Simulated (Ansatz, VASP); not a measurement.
## W (Tungsten): VASP beside Ansatz

Wanted: the spread between two codes on one cell, functional and k mesh. The cell is taken from a series of runs on this material, whose earlier steps may have relaxed, scaled, displaced or heated it; both programs get it as it stands. Valence electrons are named where the data sets of a main pair hold unlike numbers.

Method: plane waves, with VASP 6.6.1 beside it; single point at LDA, in Ansatz 0.2.0.

## Step 1: The starting structure

It takes space group Im-3m (No. 229, cubic). Conventional cell: a = 3.109 Å, b = 3.109 Å, c = 3.109 Å, α = 90.00°, β = 90.00°, γ = 90.00°. Nearest to W lie 8 W at 2.69 Å.

As a file:

```cif
data_structure
_symmetry_space_group_name_H-M 'Im-3m'
_symmetry_Int_Tables_number 229
_cell_length_a 3.1093
_cell_length_b 3.1093
_cell_length_c 3.1093
_cell_angle_alpha 90.000
_cell_angle_beta 90.000
_cell_angle_gamma 90.000
_cell_volume 30.06
loop_
_atom_site_label
_atom_site_type_symbol
_atom_site_symmetry_multiplicity
_atom_site_Wyckoff_symbol
_atom_site_fract_x
_atom_site_fract_y
_atom_site_fract_z
_atom_site_occupancy
W1 W 2 a 0.00000 0.00000 0.00000 1
```

## Step 2: Ansatz: single point, LDA

Ansatz runs on its default PAW (the set named soft_2) files.

With cell and atoms fixed, the geometry can't cause a difference; cores, projectors, grids and the points listed under the comparison can.

input.yaml

```yaml
crystal:
  lattice:
    - [-1.5546325319, 1.5546325319, 1.5546325319]
    - [1.5546325319, -1.5546325319, 1.5546325319]
    - [1.5546325319, 1.5546325319, -1.5546325319]
  atoms:
    - { symbol: W, position: [0.0, 0.0, 0.0] }
hamiltonian:
  xc: lda
  pseudopotentials: { kind: paw }
kpoints:
  mp_grid: { grid: [10, 10, 10] }
scf:
  occupations: { method: methfessel_paxton, width: 0.2 }
  n_extra_bands: 4
output:
  forces: true
  stress: true
  eigenvalues: true
```

Command:

```bash
$ ansatz run input.yaml --threads 2 --pin off --max-ram 4608MiB --backend cpu --events-out ev --progress --plain --runs-dir out
```

Numbers of over 12 decimals in the logs are rounded to 6 here.

Output:

```text
scf.n_extra_bands = 4 over 7 filled bands (N_el = 14.0): the run solves 11 bands
Engine: ansatz 0.2.0, aarch64-unknown-linux-gnu
Pseudopotentials: kind: paw
Pseudopotential: W, paw, valence charge 14, recommended cutoff 420 eV (normal), W.paw.azcp
Functional definition: SPW92
  exchange = slater_x
  correlation = pw_c
Crystal: 1 atoms, lattice volume = 15.029 Å³
Basis set: ecut = 420 eV, 321 PW (Γ)
Bands: 11, of which v1, the nominal top of the filled ones, is band 7 counted from 1 (6 counted from 0)
Symmetry: 48 space group operations
Space group: Im-3m (ITA 229), of the structure as read, at distance tolerance 2.5e-5 Å
k-points: 47 of 1000
Non-local potential: W, projectors of the file, l = 0: 3, l = 1: 2, l = 2: 2, l = 3: 1
PAW form: soft (Blöchl's): semilocal exchange-correlation on the pseudo side does not see the compensation charge
PAW frozen core: W, regenerated for the run's functional, and the local potential with it (the file was generated under x = pbe(κ = 0.804, μ = 0.219515), c = pbe(β = 0.066725))
PAW one-centre angular grid: W, 590 points (default); XC on 64 Gauss nodes
Initial density: superposition of atomic densities (neutral atoms: chi_scale 0, normalization atom), corrected by the library's trained network
Initial wavefunctions: pseudopotential atomic-orbital guess
Functional: x = slater, c = lda
SCF iter   1: F=—  HF=-10129.825744 eV  |F-HF|=—  |Δ(HF+E_count)|=         —  Δρ=5.12e-3  dr2=1.37e-3  ethr=1.77e-3  ⟨swp⟩=5.0  Hψ=2745  notcnv=0
preconditioner: auto → none  [insulator: Δε(μ)=0.152 eV  Ē_g=9.523 eV  σ=0.200 eV  W_gap=0.59  n_scr=0 (ndim 8)  ℏωp=23.5 eV  f_vac=0.000  D(μ)=0.47/eV (n_scr^D=0)  ε∞_Penn≈7.1]
SCF iter   2: F=—  HF=-10129.825125 eV  |F-HF|=—  |Δ(HF+E_count)|=   6.19e-4  S|Δr|=    0.00e0  Δρ=2.44e-3  dr2=2.54e-4  ethr=9.82e-6  ⟨swp⟩=1.7  Hψ=949  notcnv=0
SCF iter   3: F=—  HF=-10129.825127 eV  |F-HF|=—  |Δ(HF+E_count)|=   1.73e-6  S|Δr|=    0.00e0  Δρ=2.40e-4  dr2=2.46e-6  ethr=1.82e-6  ⟨swp⟩=1.9  Hψ=734  notcnv=0
SCF iter   4: F=—  HF=-10129.825127 eV  |F-HF|=—  |Δ(HF+E_count)|=   1.07e-7  S|Δr|=    0.00e0  Δρ=4.16e-5  dr2=2.43e-7  ethr=1.76e-8  ⟨swp⟩=2.0  Hψ=772  notcnv=0
SCF iter   5: F=-10129.825126 eV  HF=-10129.825126 eV  |F-HF|=3.71e-9  |Δ(HF+E_count)|=   1.17e-7  S|Δr|=    0.00e0  Δρ=6.67e-6  dr2=4.58e-9  ethr=7.14e-10  ⟨swp⟩=5.7  Hψ=2495  notcnv=0
SCF 1 converged in 5 iterations: F = -10129.825126 eV  dr2 = 4.58e-9
  greatest PAW one-centre occupation: 1.000 electrons in one spin orbital (limit 2), on the W atom at site 0 (counted from 0), in its partial waves of l = 0
SCF converged after 5 iterations
Stability not checked: this state was not tested for a lower state beside it, because cold or Methfessel-Paxton smearing, or corrected tetrahedra, fill the levels in a way that the test cannot read (fill_not_monotonic; see scf.lower_state_search)
Free energy (F): -10129.825126 eV
Harris-Foulkes:  -10129.825126 eV  (|F-HF|=3.71e-9)
Internal energy: -10129.826407 eV  (E = F + TS)
E sigma→0 (E₀):  -10129.825446 eV
Entropy (-TS):   0.001280 eV (1.280 meV/atom)
Fermi energy:    23.748138 eV
--- Per-component energies (eV) ---
  E_band       = -67.577617
  E_kinetic    = 453.381320
  E_local      = -567.743136  (includes V_loc(G=0)·N_el)
  E_nonlocal   = 6.356120
  E_hartree    = 205.573970
  E_xc         = -266.149605
  E_vxc        = -240.347497  (∫ρ·V_xc dr)
  E_paw        = -8309.832443  (= ΣΔE_a)
  E_vpaw       = -130.374127  (= ΣTr[D̂ρ^β])
  E_aug_tail   = -0.000064  (compensation charges beyond the density's cutoff)
  E_ewald      = -1651.695722
  E_core_change = 0.283153  (= ΣΔE_core)
  E_smearing   = 0.001280  (= −TS)
  E_closure    = -0.000000  (closes the sum)
  Σ components = -10129.825126   (vs F -10129.825126, Δ=0.00e0)
--- Forces (eV/Å), atoms counted from 1 ---
  atom   1  W      0.00000000    -0.00000000    -0.00000000
  max |Σ_I F_I| component: 2.63e-30 eV/Å
--- Stress (GPa, compression-positive) ---
        9.656911      -0.000000       0.000000
       -0.000000       9.656911      -0.000000
       -0.000000      -0.000000       9.656911
  P = ⅓ Tr σ = 9.6569 GPa (96.569 kbar)
--- Band table (eV; the first three rows and the last of 47) ---
  k-point 0: bands = [... 3 lower, -13.9087, 13.7765, 22.2737, 22.2737, 22.2737, 25.9481, 25.9481, 38.3862]
  k-point 1: bands = [... 3 lower, -13.9097, 14.2856, 21.9711, 22.1912, 22.7759, 25.5149, 25.9567, 38.7996]
  k-point 2: bands = [... 3 lower, -13.9124, 15.5848, 21.2639, 21.8166, 24.2261, 25.1777, 26.0493, 39.2309]
  k-point 46: bands = [... 3 lower, -14.9785, 17.3679, 17.3679, 29.1600, 29.1600, 29.1600, 32.4200, 32.4200]
```

In the SCF lines HF is the Harris–Foulkes energy and dr2 the Hartree energy of the density residual, in eV; the loop may stop once dr2 is under the threshold and the program's other checks hold. Hψ counts applications of the Hamiltonian.

The run ends at a pressure of 9.66 GPa.

## Step 3: VASP: single point, LDA

The same cell, functional (in two slightly different forms), mesh and smearing now go to VASP, with its own data sets.

Lines of VASP's logs that name or quote its potential files are left out, and so is its time.

INCAR

```
SYSTEM = W
PREC = Accurate
ENCUT = 520
EDIFF = 1E-06
NELM = 100
ISMEAR = 1
SIGMA = 0.2
LREAL = .FALSE.
ALGO = Normal
GGA = CA
NBANDS = 13
LORBIT = 11
LWAVE = .FALSE.
LCHARG = .FALSE.
KPAR = 2
ISIF = 2
```

POSCAR

```
W
1.0
   -1.5546325319      1.5546325319      1.5546325319
    1.5546325319     -1.5546325319      1.5546325319
    1.5546325319      1.5546325319     -1.5546325319
W
1
Direct
    0.0000000000      0.0000000000      0.0000000000
```

KPOINTS

```
Automatic mesh
0
Gamma
10 10 10
0 0 0
```

The projector-augmented-wave data sets are W_sv_GW (LDA family, release 64).

Command:

```bash
$ mpirun -np 2 vasp_std
```

Output:

```text
[banner, memory and clock lines left out]
running    2 mpi-ranks, on    1 nodes
 distrk:  each k-point on    1 cores,    2 groups
 distr:  one band on    1 cores,    1 groups

 POSCAR found type information on POSCAR W
 POSCAR found :  1 types and       1 ions
 LDA part: xc-table for (Slater(with rela. corr.)+CA(PZ))
 , standard interpolation
 POSCAR, INCAR and KPOINTS ok, starting setup
 FFT: planning ... GRIDC
 FFT: planning ... GRID_SOFT
 FFT: planning ... GRID
 WAVECAR not read
 entering main loop
       N       E                     dE             d eps       ncg     rms          rms(c)
DAV:   1     0.643666233386E+02    0.64367E+02   -0.90819E+03  1251   0.112E+03
DAV:   2    -0.154040958504E+02   -0.79771E+02   -0.75599E+02  1560   0.275E+02
DAV:   3    -0.171230132430E+02   -0.17189E+01   -0.17146E+01  1397   0.370E+01
DAV:   4    -0.171291533411E+02   -0.61401E-02   -0.61400E-02  1397   0.273E+00
DAV:   5    -0.171292132879E+02   -0.59947E-04   -0.59947E-04  1367   0.201E-01    0.937E+01
DAV:   6    -0.163380483778E+02    0.79116E+00   -0.68829E-01  1277   0.780E+00    0.603E+01
DAV:   7    -0.162050756661E+02    0.13297E+00   -0.84844E-01  1337   0.829E+00    0.756E+00
DAV:   8    -0.161538528610E+02    0.51223E-01   -0.14217E-01  1257   0.374E+00    0.101E+00
DAV:   9    -0.161538559933E+02   -0.31323E-05   -0.14461E-03  1357   0.348E-01    0.854E-01
DAV:  10    -0.161537899333E+02    0.66060E-04   -0.18883E-04  1337   0.164E-01    0.583E-02
DAV:  11    -0.161537903498E+02   -0.41652E-06   -0.52792E-06  1367   0.250E-02
   1 F= -.16153790E+02 E0= -.16154286E+02  d E =0.148607E-02
```

From OUTCAR (step 3):

```text
ion  position               nearest neighbor table
   1  0.000  0.000  0.000-

  LATTYP: Found a body centered cubic cell.
 ALAT       =     3.1092650638

 Subroutine GETGRP returns: Found 48 space group operations
 (whereof 48 operations were pure point group operations)

The static configuration has the point symmetry O_h .

 Found     47 irreducible k-points:

   k-points           NKPTS =     47   k-points in BZ     NKDIM =     47   number of bands    NBANDS=     13

   dimension x,y,z NGX =    20 NGY =   20 NGZ =   20
   dimension x,y,z NGXF=    40 NGYF=   40 NGZF=   40

   ENCUT  =  520.0 eV  38.22 Ry    6.18 a.u.   5.01  5.01  5.01*2*pi/ulx,y,z

   NELECT =      14.0000    total number of electrons

 k-points in reciprocal lattice and weights: Automatic mesh
   0.00000000  0.00000000  0.00000000       0.001
   0.10000000  0.00000000  0.00000000       0.012
   0.20000000  0.00000000  0.00000000       0.012
   0.30000000  0.00000000  0.00000000       0.012
   0.40000000  0.00000000  0.00000000       0.012
   0.50000000  0.00000000  0.00000000       0.006
   0.10000000  0.10000000  0.00000000       0.024
   0.20000000  0.10000000  0.00000000       0.048
   0.30000000  0.10000000 -0.00000000       0.048
[...]
0.50000000  0.50000000  0.40000000       0.012
   0.50000000  0.50000000  0.50000000       0.001

 average (electrostatic) potential at core
       1 -82.6617

 E-fermi :  13.2681

 k-point     1 :       0.0000    0.0000    0.0000
  band No.  band energies     occupation
    ...
      4     -24.2682      2.00000
      5       3.3509      2.00000
      6      11.7929      2.00000
      7      11.7929      2.00000
      8      11.7929      2.00000
      9      15.4674     -0.00000
     10      15.4674     -0.00000
     11      27.8720      0.00000
     12      27.8720      0.00000
     13      27.8720      0.00000

 k-point     2 :       0.1000    0.0000    0.0000
  band No.  band energies     occupation
    ...
      4     -24.2696      2.00000
      5       3.8604      2.00000
      6      11.4901      2.00000
      7      11.7107      2.00000
      8      12.2950      2.00000
      9      15.0338     -0.00000
     10      15.4756     -0.00000
     11      28.2863      0.00000
     12      28.7202      0.00000
     13      29.0870      0.00000

 k-point     3 :       0.2000    0.0000    0.0000
  band No.  band energies     occupation
    ...
      3     -24.4468      2.00000
      4     -24.2724      2.00000
      5       5.1578      2.00000
      6      10.7829      2.00000
      7      11.3393      2.00000
      8      13.7454     -0.00378
      9      14.6964     -0.00000
     10      15.5675     -0.00000
     11      28.7246      0.00000
     12      30.8907      0.00000
    ...

  Total        0.8307210      0.8307210      0.8307210     -0.0000000      0.0000000      0.0000000
  in kB       88.5569267     88.5569267     88.5569267     -0.0000000      0.0000000      0.0000000
  external PRESSURE =      88.5569267 kB  Pullay stress =       0.0000000 kB

  energy-cutoff  :      520.00
  volume of cell :       15.03
      direct lattice vectors                 reciprocal lattice vectors
    -1.554632532  1.554632532  1.554632532     0.000000000  0.321619411  0.321619411
     1.554632532 -1.554632532  1.554632532     0.321619411  0.000000000  0.321619411
     1.554632532  1.554632532 -1.554632532     0.321619411  0.321619411  0.000000000

 POSITION                                       TOTAL-FORCE (eV/Angst)
 -----------------------------------------------------------------------------------
      0.00000      0.00000      0.00000         0.000000     -0.000000     -0.000000
 -----------------------------------------------------------------------------------
    total drift:                                0.000000     -0.000000     -0.000000

  FREE ENERGIE OF THE ION-ELECTRON SYSTEM (eV)
  ---------------------------------------------------
  free  energy   TOTEN  =       -16.1537903498 eV

  energy  without entropy=      -16.1552764218  energy(sigma->0) =      -16.15428571

 total charge
# of ion       s       p       d       f       tot
--------------------------------------------------
    1        3.246   6.029   3.118   0.046  12.439

[... 3 further parts left out ...]
```

The k-mesh is coarse for a metal.

The run ends at a pressure of 8.86 GPa.

## Step 4: Side by side

Known differences besides the potentials themselves: the two LDA forms differ slightly; the cutoff is 420 eV in Ansatz and 520 eV in VASP; VASP's log shows a relativistic correction to its local exchange, Ansatz's none. Total energies have different zeros and are not compared.

The two programs side by side:

| quantity | Ansatz | VASP | difference |
| --- | --- | --- | --- |
| pressure (GPa) | 9.66 | 8.86 | +0.80 |

## Step 5: Summary of results

| Property | Result |
| --- | --- |
| difference in pressure (single point, LDA) | 0.80 GPa |

In words: The difference in pressure is 0.80 GPa (single point, LDA), within the 1 GPa picked in this series as the mark of a large difference. Such differences can come from data sets, numerical settings and the points named under the comparisons, not from the functional's error against experiment.

[Lines on the potential files, build, host, timing and source positions are cut from VASP's logs without a mark.]

[Logs are printed without paths, hosts, clocks, repeated set-up lines and the standing remarks that a program may print on its own settings, such as how far it seeks lower states.]

[Hosts, paths, dates, database ids (printed as entryN), source tags and the programs' standing remarks are cut or masked in the printed files.]
